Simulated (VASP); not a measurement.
Input of a VASP 6.6.1 run:

Contents of INCAR:

```
ALGO = Normal
EDIFF = 1E-6
EDIFFG = -0.01
ENCUT = 600
GGA = PE
IBRION = 2
ISIF = 3
ISMEAR = 0
IVDW = 12
KPAR = 4
LASPH = T
LCHARG = F
LREAL = F
LWAVE = F
NELM = 80
NSW = 90
PREC = Accurate
SIGMA = 0.03
```

File KPOINTS:

```
k-points
0
Gamma
  4 8 8
```

Contents of POSCAR:

```
SnSe
1.0
   11.4200000000      0.0000000000      0.0000000000
    0.0000000000      4.1900000000      0.0000000000
    0.0000000000      0.0000000000      4.4600000000
Sn Se
4 4
Direct
    0.1230000000      0.2500000000      0.0910000000
    0.3770000000      0.7500000000      0.5910000000
    0.6230000000      0.2500000000      0.4090000000
    0.8770000000      0.7500000000      0.9090000000
    0.3570000000      0.2500000000      0.0160000000
    0.1430000000      0.7500000000      0.5160000000
    0.8570000000      0.2500000000      0.4840000000
    0.6430000000      0.7500000000      0.9840000000
```

Potentials or basis: VASP PAW PBE potentials, release 64 (Sn_d, Se).

Launch:

```sh
$ cat potpaw_PBE.64/Sn_d/POTCAR potpaw_PBE.64/Se/POTCAR > POTCAR
$ mpirun -np 4 vasp_std > vasp.out
```

Question: Estimate the band gap on the k mesh.

Answer: 0.53 eV, indirect (least direct gap 0.81 eV).

Question: Estimate the relaxed volume.

Answer: 26.23 Å³/atom.

Question: What does it give for the relaxed cell?

Answer: a = 11.495 Å, b = 4.177 Å, c = 4.370 Å, α = 90.00°, β = 90.00°, γ = 90.00°.

Step by step:
| step | energy change (eV) | largest force (eV/Å) | pressure (GPa) | volume (Å³) |
| --- | --- | --- | --- | --- |
| 1 | 0.0000 | 0.3326 | 0.24 | 213.41 |
| 2 | -0.0384 | 0.0662 | -0.48 | 214.60 |
| 3 | -0.0388 | 0.0889 | -0.43 | 214.48 |
| 4 | -0.0446 | 0.1063 | -0.05 | 212.42 |
| 5 | -0.0459 | 0.1207 | 0.23 | 210.93 |
| 6 | -0.0504 | 0.0911 | 0.19 | 210.47 |
| 7 | -0.0554 | 0.0199 | 0.08 | 209.10 |
| 8 | -0.0555 | 0.0183 | 0.08 | 209.27 |
| 9 | -0.0559 | 0.0287 | -0.01 | 209.72 |
| 10 | -0.0559 | 0.0332 | -0.07 | 209.91 |
| 11 | -0.0559 | 0.0314 | -0.05 | 209.84 |
| 12 | -0.0562 | 0.0247 | -0.04 | 209.83 |
| 13 | -0.0564 | 0.0174 | -0.01 | 209.83 |
| 14 | -0.0563 | 0.0160 | 0.04 | 209.82 |
| 15 | -0.0564 | 0.0144 | 0.01 | 209.83 |
| 16 | -0.0565 | 0.0110 | -0.01 | 209.88 |
| 17 | -0.0565 | 0.0102 | -0.01 | 209.88 |
| 18 | -0.0566 | 0.0091 | -0.01 | 209.84 |

Caveat: spin-orbit coupling is left out, which moves the levels of the heavy elements. A k mesh can miss the band edges.
